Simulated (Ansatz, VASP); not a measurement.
# HfC: VASP beside Ansatz

One calculation is typed for both programs; each brings its own data sets. How far apart do they land? The cell is taken from a series of runs on this material, whose earlier steps may have relaxed, scaled, displaced or heated it; both programs get it as it stands.

Program: Ansatz 0.2.0. Level of theory: plane waves, with VASP 6.6.1 beside it; zone-centre phonons at PBEsol. Results are calculated unless marked as measured.

### 1. The starting structure

The structure is cubic, space group Fm-3m (No. 225). Conventional cell: a = 4.513 Å, b = 4.513 Å, c = 4.513 Å, α = 90.00°, β = 90.00°, γ = 90.00°. Nearest to C lie 6 Hf at 2.26 Å. Nearest to Hf lie 6 C at 2.26 Å. Farther neighbours are not listed.

### 2. VASP: zone-centre phonons, PBEsol, pair 1

Second derivatives magnify differences that forces hide, and they need a tight electronic threshold.

Lines of VASP's logs that name or quote its potential files are left out, and so is its time.

Input file INCAR:

```
SYSTEM = HfC
PREC = Accurate
ENCUT = 600
EDIFF = 1E-08
NELM = 120
ISMEAR = 1
SIGMA = 0.2
LREAL = .FALSE.
ALGO = Normal
GGA = PS
NBANDS = 13
LASPH = .TRUE.
LORBIT = 11
LWAVE = .FALSE.
LCHARG = .FALSE.
ISIF = 2
IBRION = 8
GGA_COMPAT = .FALSE.
KPAR = 2
```

Input file POSCAR:

```
HfC
1.0
    0.0000000000      2.2565550376      2.2565550376
    2.2565550376      0.0000000000      2.2565550376
    2.2565550376      2.2565550376      0.0000000000
C Hf
1 1
Direct
    0.0000000000      0.0000000000      0.0000000000
    0.5000000000      0.5000000000      0.5000000000
```

Input file KPOINTS:

```
Automatic mesh
0
Gamma
16 16 16
0 0 0
```

Potentials, in the order of the species: C and Hf_pv (PBE family, release 64).

The run is started by

```bash
mpirun -np 2 vasp_std
```

Numbers of over 12 decimals in the logs are rounded to 6 here.

Output:

```text
[banner, memory and clock lines left out]
running    2 mpi-ranks, on    1 nodes
 distrk:  each k-point on    1 cores,    2 groups
 distr:  one band on    1 cores,    1 groups

 POSCAR found type information on POSCAR C Hf
 POSCAR found :  2 types and       2 ions
|                                                                             |
|               ----> ADVICE to this user running VASP <----                  |
|                                                                             |
|     You enforced a specific xc type in the INCAR file but a different       |
|     [... a line on the potential file left out ...]
|     I HOPE YOU KNOW WHAT YOU ARE DOING!                                     |
|                                                                             |

 LDA part: xc-table for (Slater+PW92), standard interpolation
 POSCAR, INCAR and KPOINTS ok, starting setup
 FFT: planning ... GRIDC
 FFT: planning ... GRID_SOFT
 FFT: planning ... GRID
 WAVECAR not read
 entering main loop
       N       E                     dE             d eps       ncg     rms          rms(c)
DAV:   1     0.249058026386E+02    0.24906E+02   -0.86004E+03  3770   0.120E+03
DAV:   2    -0.232239497219E+02   -0.48130E+02   -0.45127E+02  4769   0.222E+02
DAV:   3    -0.249396509326E+02   -0.17157E+01   -0.17060E+01  4718   0.296E+01
DAV:   4    -0.249485120079E+02   -0.88611E-02   -0.88480E-02  4193   0.251E+00
DAV:   5    -0.249485682158E+02   -0.56208E-04   -0.56208E-04  4744   0.183E-01    0.680E+01
DAV:   6    -0.221733100079E+02    0.27753E+01   -0.11523E+01  4280   0.186E+01    0.472E+01
DAV:   7    -0.221343304015E+02    0.38980E-01   -0.45974E-01  4430   0.508E+00    0.236E+01
DAV:   8    -0.221248909899E+02    0.94394E-02   -0.31842E-02  4570   0.148E+00    0.385E+00
DAV:   9    -0.221221153943E+02    0.27756E-02   -0.14031E-02  4510   0.646E-01    0.170E+00
DAV:  10    -0.221217820347E+02    0.33336E-03   -0.12730E-03  4517   0.269E-01    0.860E-02
DAV:  11    -0.221217800070E+02    0.20277E-05   -0.58399E-05  4425   0.725E-02    0.141E-02
DAV:  12    -0.221217794590E+02    0.54803E-06   -0.21425E-06  4721   0.124E-02    0.730E-03
DAV:  13    -0.221217793371E+02    0.12190E-06   -0.16933E-07  4603   0.308E-03    0.137E-03
DAV:  14    -0.221217793257E+02    0.11386E-07   -0.92139E-09  2656   0.807E-04    0.110E-03
DAV:  15    -0.221217793394E+02   -0.13685E-07   -0.33631E-09  2140   0.521E-04    0.105E-04
DAV:  16    -0.221217793408E+02   -0.14231E-08   -0.46639E-10  2020   0.191E-04
   1 F= -.22121779E+02 E0= -.22121511E+02  d E =-.804730E-03
 Linear response reoptimize wavefunctions to high precision
DAV:   1    -0.221217793399E+02    0.89449E-09   -0.30962E-11  2250   0.501E-05
DAV:   2    -0.221217793399E+02    0.81855E-11   -0.38767E-12  1990   0.156E-05
 Linear response DOF=           2
 Linear response progress:
  Degree of freedom:   1/  2
       N       E                     dE             d eps       ncg     rms          rms(c)
RMM:   1    -0.124976718742E+00   -0.12498E+00    0.20808E-02 19923   0.195E+00
RMM:   2    -0.119974650396E+00    0.50021E-02   -0.36301E-03 14547   0.366E-01    0.478E-01
RMM:   3    -0.120331708494E+00   -0.35706E-03   -0.71934E-04 13247   0.155E-01    0.251E-01
RMM:   4    -0.121331242485E+00   -0.99953E-03   -0.42907E-04 13431   0.118E-01    0.418E-02
RMM:   5    -0.121335780852E+00   -0.45384E-05   -0.11187E-05 15039   0.248E-02    0.123E-02
RMM:   6    -0.121335411918E+00    0.36893E-06   -0.35590E-07 15891   0.412E-03    0.443E-03
RMM:   7    -0.121324086138E+00    0.11326E-04   -0.93584E-08 15357   0.216E-03    0.261E-03
RMM:   8    -0.121326631880E+00   -0.25457E-05   -0.89246E-09 16437   0.620E-04    0.349E-04
RMM:   9    -0.121326250406E+00    0.38147E-06   -0.67376E-09 16533   0.107E-04    0.152E-04
RMM:  10    -0.121326249766E+00    0.64065E-09    0.12475E-09 17347   0.221E-05    0.536E-05
 first order change of Fermi-energy   0.46724E-03
 force on displaced ion       1 direction 1 : -10.749   0.000   0.000
 Linear response progress:
  Degree of freedom:   2/  2
       N       E                     dE             d eps       ncg     rms          rms(c)
RMM:   1    -0.213632456140E+00   -0.21363E+00    0.38151E+00 10196   0.119E+01
RMM:   2    -0.208291013422E+00    0.53414E-02   -0.30643E-02 14037   0.127E+00    0.558E-01
RMM:   3    -0.207565720818E+00    0.72529E-03   -0.89691E-04 17236   0.151E-01    0.242E-01
RMM:   4    -0.207044267821E+00    0.52145E-03   -0.79346E-05 18491   0.553E-02    0.139E-01
RMM:   5    -0.206622281482E+00    0.42199E-03   -0.27797E-05 18654   0.384E-02    0.136E-02
RMM:   6    -0.206619025166E+00    0.32563E-05   -0.32179E-06 18762   0.104E-02    0.675E-03
RMM:   7    -0.206625407062E+00   -0.63819E-05   -0.21032E-06 19979   0.223E-03    0.646E-03
RMM:   8    -0.206625464784E+00   -0.57722E-07   -0.27005E-06 19930   0.551E-04    0.231E-03
RMM:   9    -0.206626151313E+00   -0.68653E-06   -0.23365E-06 20571   0.260E-04    0.811E-05
RMM:  10    -0.206626438531E+00   -0.28722E-06   -0.14767E-06 19996   0.819E-05    0.134E-05
RMM:  11    -0.206626493987E+00   -0.55456E-07   -0.70347E-07 21578   0.303E-05    0.227E-05
RMM:  12    -0.206626511529E+00   -0.17542E-07   -0.36536E-07 19669   0.139E-05    0.158E-05
RMM:  13    -0.206626513093E+00   -0.15639E-08   -0.17670E-07 17510   0.738E-06    0.140E-05
RMM:  14    -0.206626514172E+00   -0.10796E-08   -0.10714E-07 13518   0.452E-06    0.119E-05
RMM:  15    -0.206626513738E+00    0.43444E-09   -0.52266E-08 12062   0.327E-06    0.131E-05
 first order change of Fermi-energy   0.28131E-04
 force on displaced ion       2 direction 1 : -10.755   0.000   0.000
 Linear response finished
```

OUTCAR, selected parts (step 2):

```text
ion  position               nearest neighbor table
   1  0.000  0.000  0.000-   2 2.26   2 2.26   2 2.26   2 2.26   2 2.26   2 2.26
   2  0.500  0.500  0.500-   1 2.26   1 2.26   1 2.26   1 2.26   1 2.26   1 2.26

  LATTYP: Found a face centered cubic cell.
 ALAT       =     4.5131100752

 Subroutine GETGRP returns: Found 48 space group operations
 (whereof 48 operations were pure point group operations)

The static configuration has the point symmetry O_h .

 Found    145 irreducible k-points:

   k-points           NKPTS =    145   k-points in BZ     NKDIM =    145   number of bands    NBANDS=     13

   dimension x,y,z NGX =    28 NGY =   28 NGZ =   28
   dimension x,y,z NGXF=    56 NGYF=   56 NGZF=   56

   ENCUT  =  600.0 eV  44.10 Ry    6.64 a.u.   6.37  6.37  6.37*2*pi/ulx,y,z

   NELECT =      14.0000    total number of electrons

 k-points in reciprocal lattice and weights: Automatic mesh
   0.00000000  0.00000000  0.00000000       0.000
   0.06250000  0.00000000  0.00000000       0.002
   0.12500000  0.00000000  0.00000000       0.002
   0.18750000  0.00000000  0.00000000       0.002
   0.25000000  0.00000000  0.00000000       0.002
   0.31250000  0.00000000  0.00000000       0.002
   0.37500000  0.00000000  0.00000000       0.002
   0.43750000  0.00000000  0.00000000       0.002
   0.50000000  0.00000000  0.00000000       0.001
[...]
-0.31250000  0.50000000  0.18750000       0.003
  -0.25000000  0.50000000  0.25000000       0.001

 average (electrostatic) potential at core
       1 -47.1010       2 -34.0686

  Total        2.4813251      2.4813251      2.4813251      0.0000000     -0.0000000     -0.0000000
  in kB      172.9921788    172.9921788    172.9921788      0.0000000     -0.0000000     -0.0000000
  external PRESSURE =     172.9921788 kB  Pullay stress =       0.0000000 kB

  energy-cutoff  :      600.00
  volume of cell :       22.98
      direct lattice vectors                 reciprocal lattice vectors
     0.000000000  2.256555038  2.256555038    -0.221576692  0.221576692  0.221576692
     2.256555038  0.000000000  2.256555038     0.221576692 -0.221576692  0.221576692
     2.256555038  2.256555038  0.000000000     0.221576692  0.221576692 -0.221576692

 POSITION                                       TOTAL-FORCE (eV/Angst)
 -----------------------------------------------------------------------------------
      0.00000      0.00000      0.00000         0.000000     -0.000000     -0.000000
      2.25656      2.25656      2.25656         0.000000      0.000000      0.000000
 -----------------------------------------------------------------------------------
    total drift:                                0.000000      0.000000      0.000000

 Eigenvectors and eigenvalues of the dynamical matrix
 ----------------------------------------------------

   1 f  =   15.279272 THz    96.002497 2PiTHz  509.661653 cm-1    63.189963 meV
             X         Y         Z           dx          dy          dz
      0.000000  0.000000  0.000000     0.967947   -0.000000    0.000000
      2.256555  2.256555  2.256555    -0.251154    0.000000    0.000000

   2 f  =   15.279272 THz    96.002497 2PiTHz  509.661653 cm-1    63.189963 meV
             X         Y         Z           dx          dy          dz
      0.000000  0.000000  0.000000     0.000000    0.967947    0.000000
      2.256555  2.256555  2.256555     0.000000   -0.251154    0.000000

   3 f  =   15.279272 THz    96.002497 2PiTHz  509.661653 cm-1    63.189963 meV
             X         Y         Z           dx          dy          dz
      0.000000  0.000000  0.000000     0.000000    0.000000   -0.967947
      2.256555  2.256555  2.256555     0.000000    0.000000    0.251154

   4 f/i=    0.000910 THz     0.005715 2PiTHz    0.030338 cm-1     0.003761 meV
             X         Y         Z           dx          dy          dz
      0.000000  0.000000  0.000000    -0.200873   -0.149485    0.019558
      2.256555  2.256555  2.256555    -0.774164   -0.576116    0.075378

   5 f/i=    0.000910 THz     0.005715 2PiTHz    0.030338 cm-1     0.003761 meV
             X         Y         Z           dx          dy          dz
      0.000000  0.000000  0.000000    -0.150663    0.197884   -0.034943
      2.256555  2.256555  2.256555    -0.580655    0.762644   -0.134670

   6 f/i=    0.000910 THz     0.005715 2PiTHz    0.030338 cm-1     0.003761 meV
             X         Y         Z           dx          dy          dz
      0.000000  0.000000  0.000000    -0.005388    0.039680    0.247941
      2.256555  2.256555  2.256555    -0.020765    0.152927    0.955565

 ELASTIC MODULI CONTR FROM IONIC RELAXATION (kBar)
 Direction    XX          YY          ZZ          XY          YZ          ZX
 --------------------------------------------------------------------------------
 XX           0.0000      0.0000      0.0000      0.0000      0.0000      0.0000
 YY           0.0000      0.0000      0.0000      0.0000      0.0000      0.0000
 ZZ           0.0000      0.0000      0.0000      0.0000      0.0000      0.0000
 XY           0.0000      0.0000      0.0000      0.0000      0.0000      0.0000
 YZ           0.0000      0.0000      0.0000      0.0000      0.0000      0.0000
 ZX           0.0000      0.0000      0.0000      0.0000      0.0000      0.0000
 --------------------------------------------------------------------------------
```

Energies printed during the response cycles are not total energies of the cell. Harder data sets than Hf_pv exist (the GW ones), and pressures, volumes and forces can shift noticeably with them.

### 3. Ansatz: zone-centre phonons, PBEsol, pair 1

Ansatz runs on its PAW soft_1 files.

The same cell, functional, mesh and smearing now go to Ansatz, which takes its cutoff from its data sets.

Input file input.yaml:

```yaml
crystal:
  lattice:
    - [0.0, 2.2565550376, 2.2565550376]
    - [2.2565550376, 0.0, 2.2565550376]
    - [2.2565550376, 2.2565550376, 0.0]
  atoms:
    - { symbol: C, position: [0.0, 0.0, 0.0] }
    - { symbol: Hf, position: [0.5, 0.5, 0.5] }
kpoints:
  mp_grid: { grid: [16, 16, 16] }
hamiltonian:
  xc: pbesol
  pseudopotentials: { kind: paw, azcp: { folder: soft_1 }, xc_functional: pbe }
scf:
  occupations: { method: methfessel_paxton, width: 0.2 }
output:
  eigenvalues: true
phonons:
  method: dfpt
```

The run is started by

```bash
ansatz run input.yaml --threads 4 --pin off --max-ram 10240MiB --backend cpu --events-out ev --progress --plain --runs-dir out
```

Output:

```text
Engine: ansatz 0.2.0, x86_64-unknown-linux-gnu
Pseudopotentials: kind: paw
Pseudopotential: C, paw, valence charge 4, recommended cutoff 420 eV (normal), soft_1/C.paw.azcp
Pseudopotential: Hf, paw, valence charge 26, recommended cutoff 420 eV (normal), soft_1/Hf.paw.azcp
Functional definition: PBEsol
  exchange = pbesol_x
  correlation = pbesol_c
Crystal: 2 atoms, lattice volume = 22.981 Å³
Basis set: ecut = 420 eV, 459 PW (Γ), exchange–correlation on 48×48×48 points (8 copies of the dense FFT grid, shifted against one another)
Bands: 19, of which v1, the nominal top of the filled ones, is band 15 counted from 1 (14 counted from 0)
Symmetry: 48 space group operations
k-points: 349 of 4096 (irreducible under 8 space group operations, time reversal used)
Non-local potential: C, projectors of the file, l = 0: 2, l = 1: 2, l = 2: 1
Non-local potential: Hf, projectors of the file, l = 0: 3, l = 1: 2, l = 2: 2, l = 3: 3
PAW form: soft (Blöchl's): semilocal exchange-correlation on the pseudo side does not see the compensation charge
PAW frozen core: C, regenerated for the run's functional, and the local potential with it (the file was generated under x = pbe(κ = 0.804, μ = 0.219515), c = pbe(β = 0.066725))
PAW frozen core: Hf, regenerated for the run's functional, and the local potential with it (the file was generated under x = pbe(κ = 0.804, μ = 0.219515), c = pbe(β = 0.066725))
PAW one-centre angular grid: C, 110 points (default); XC on 64 Gauss nodes
PAW one-centre angular grid: Hf, 590 points (default); XC on 64 Gauss nodes
Initial density: superposition of atomic densities (chi_scale 0.1, normalization cell, long waves kept (reshape's long-wave potential 0.00 eV rms))
Initial wavefunctions: pseudopotential atomic-orbital guess
Functional: x = pbesol(κ = 0.804, μ = 0.123457), c = pbesol(β = 0.046)
SCF iter   1: F=—  HF=-15848.019707 eV  |F-HF|=—  |Δ(HF+E_count)|=         —  Δρ=9.27e-2  dr2=2.56e0  ethr=3.10e-3  ⟨swp⟩=4.9  Hψ=29077  notcnv=0
preconditioner: auto → Kerker (q_TF=auto, 2.852 Å⁻¹)  [metal: Δε(μ)=0.051 eV  Ē_g=17.804 eV  σ=0.200 eV  W_gap=0.21  n_scr=14 (ndim 8)  ℏωp=41.0 eV  f_vac=0.000  D(μ)=0.23/eV (n_scr^D=0)]
SCF iter   2: F=—  HF=-15847.474497 eV  |F-HF|=—  |Δ(HF+E_count)|=   5.45e-1  S|Δr|=    0.00e0  Δρ=3.52e-2  dr2=2.88e-1  ethr=3.10e-3  ⟨swp⟩=2.4  Hψ=12482  notcnv=0
SCF iter   3: F=—  HF=-15847.412987 eV  |F-HF|=—  |Δ(HF+E_count)|=   6.15e-2  S|Δr|=    0.00e0  Δρ=1.40e-2  dr2=2.63e-2  ethr=9.59e-4  ⟨swp⟩=2.0  Hψ=12478  notcnv=0
SCF iter   4: F=—  HF=-15847.406464 eV  |F-HF|=—  |Δ(HF+E_count)|=   6.52e-3  S|Δr|=    0.00e0  Δρ=8.33e-3  dr2=7.24e-3  ethr=8.77e-5  ⟨swp⟩=2.0  Hψ=11809  notcnv=0
SCF iter   5: F=—  HF=-15847.406762 eV  |F-HF|=—  |Δ(HF+E_count)|=   2.98e-4  S|Δr|=    0.00e0  Δρ=1.43e-3  dr2=2.62e-4  ethr=2.41e-5  ⟨swp⟩=2.0  Hψ=10805  notcnv=0
SCF iter   6: F=—  HF=-15847.406679 eV  |F-HF|=—  |Δ(HF+E_count)|=   8.26e-5  S|Δr|=    0.00e0  Δρ=2.64e-4  dr2=1.62e-5  ethr=8.72e-7  ⟨swp⟩=2.2  Hψ=10305  notcnv=0
SCF iter   7: F=—  HF=-15847.406681 eV  |F-HF|=—  |Δ(HF+E_count)|=   2.34e-6  S|Δr|=    0.00e0  Δρ=8.02e-5  dr2=1.13e-6  ethr=5.41e-8  ⟨swp⟩=2.2  Hψ=12065  notcnv=0
SCF iter   8: F=—  HF=-15847.406680 eV  |F-HF|=—  |Δ(HF+E_count)|=   1.09e-6  S|Δr|=    0.00e0  Δρ=1.46e-5  dr2=2.79e-8  ethr=3.77e-9  ⟨swp⟩=3.1  Hψ=12197  notcnv=0
SCF iter   9: F=—  HF=-15847.406680 eV  |F-HF|=—  |Δ(HF+E_count)|=   8.69e-9  S|Δr|=    0.00e0  Δρ=2.77e-6  dr2=1.42e-9  ethr=9.29e-11  ⟨swp⟩=1.9  Hψ=9129  notcnv=0
SCF iter  10: F=—  HF=-15847.406680 eV  |F-HF|=—  |Δ(HF+E_count)|=  1.31e-10  S|Δr|=    0.00e0  Δρ=2.79e-7  dr2=2.07e-11  ethr=4.73e-12  ⟨swp⟩=2.6  Hψ=11749  notcnv=0
SCF iter  11: F=-15847.406680 eV  HF=-15847.406680 eV  |F-HF|=3.64e-12  |Δ(HF+E_count)|=  7.28e-12  S|Δr|=    0.00e0  Δρ=4.11e-8  dr2=3.38e-13  ethr=1.00e-12  ⟨swp⟩=7.2  Hψ=37527  notcnv=0
SCF 1 converged in 11 iterations: F = -15847.406680 eV  dr2 = 3.38e-13
  greatest PAW one-centre occupation: 0.998 electrons in one spin orbital (limit 2), on the Hf atom at site 1 (counted from 0), in its partial waves of l = 0
DFPT response loops at Γ: preconditioner auto → Kerker (q_TF=auto, 2.852 Å⁻¹) (partly filled bands, converged f_vac=0.000); β = 1.00, the filter's whole step (`scf.mixing.beta` (0.50) is not read by the response loops under this deck's `scf.mixing.preconditioner`; to damp them name `kerker` or `kerker_dos`, under which they read `scf.mixing.beta`, and type it under 1.00, their step now; both keys bind the ground state too); Broyden in place of MSR1
SCF converged after 11 iterations
Stability not checked: this state was not tested for a lower state beside it, because cold or Methfessel-Paxton smearing, or corrected tetrahedra, fill the levels in a way that the test cannot read (fill_not_monotonic; see scf.lower_state_search)
Free energy (F): -15847.406680 eV
Harris-Foulkes:  -15847.406680 eV  (|F-HF|=3.64e-12)
Internal energy: -15847.405948 eV  (E = F + TS)
E sigma→0 (E₀):  -15847.406497 eV
Entropy (-TS):   -0.000733 eV (-0.366 meV/atom)
Fermi energy:    20.313978 eV
--- Per-component energies (eV) ---
  E_band       = 124.467278
  E_kinetic    = 500.159695
  E_local      = -5980.984823  (includes V_loc(G=0)·N_el)
  E_nonlocal   = 91.883422
  E_hartree    = 2952.385535
  E_xc         = -314.181196
  E_vxc        = -316.275593  (∫ρ·V_xc dr)
  E_paw        = -7674.851711  (= ΣΔE_a)
  E_vpaw       = -75.086580  (= ΣTr[D̂ρ^β])
  E_aug_tail   = 0.000103  (compensation charges beyond the density's cutoff)
  E_ewald      = -5423.089129
  E_core_change = 1.272157  (= ΣΔE_core)
  E_smearing   = -0.000733  (= −TS)
  E_closure    = -0.000000  (closes the sum)
  Σ components = -15847.406680   (vs F -15847.406680, Δ=0.00e0)
--- Band table (eV; the first three rows and the last of 349) ---
  k-point 0: bands = [... 11 lower, 9.7510, 21.4577, 21.4577, 21.4577, 21.6264, 21.6264, 21.6264, 23.9015]
  k-point 1: bands = [... 11 lower, 9.7512, 20.5751, 20.8430, 20.8430, 21.8989, 21.8989, 22.2669, 24.4689]
  k-point 2: bands = [... 11 lower, 9.7515, 19.4632, 19.9510, 19.9510, 22.2647, 22.2647, 22.7491, 25.6583]
  k-point 348: bands = [... 11 lower, 10.5911, 17.0954, 17.5025, 17.5025, 24.2168, 24.2168, 27.7311, 28.1749]
--- Phonons (Γ-DFPT): 2 representative perturbations + reference, on 349 of 4096 k-points (Σ response iterations 7) ---
  k mesh reduced under 8 symmetry operations, with k and −k counted as one. Each operation leaves every solved perturbation unchanged. A smaller set is not used because it would not reduce the number of displacements times k-points to solve
  ASR residual: 2.227e-5 → 0.000e0 eV/Å²; symmetrization residual: 1.101e-6 eV/Å²
  ASR residual per site (eV/Å²): 2.23e-5 4.66e-6
  Γ frequencies (cm⁻¹): 0.00 0.00 0.00 512.06 512.06 512.06
  non-analytic LO–TO correction: not included (Born effective charges unavailable; polar crystals: no LO–TO splitting at Γ)
```

In the SCF lines HF is the Harris–Foulkes energy and dr2 the Hartree energy of the density residual, in eV; the loop may stop once dr2 is under the threshold and the program's other checks hold. Hψ counts applications of the Hamiltonian.

### 4. Comparison

Known differences besides the potentials themselves: the data sets hold 30 valence electrons in Ansatz (on its PAW soft_1 files) and 14 in VASP; the cutoff is 420 eV in Ansatz and 600 eV in VASP; Ansatz makes its cores anew for this functional, VASP keeps those of its PBE data sets. Total energies have different zeros and are not compared.

The two programs side by side:

```csv
quantity,Ansatz,VASP,difference
optical mode 1 to 3 (cm⁻¹),512.1,509.7,+0.47 %
```

Modes are paired by rising frequency, not by their patterns, so a pair may set unlike modes beside each other; they are those without the splitting of longitudinal modes.

(Part 1 of 2 ends here.)

[Lines on the potential files, build, host, timing and source positions are cut from VASP's logs without a mark.]

[Logs are printed without paths, hosts, clocks, repeated set-up lines and the standing remarks that a program may print on its own settings, such as how far it seeks lower states.]

[Hosts, paths, dates, database ids (printed as entryN), source tags and the programs' standing remarks are cut or masked in the printed files.]
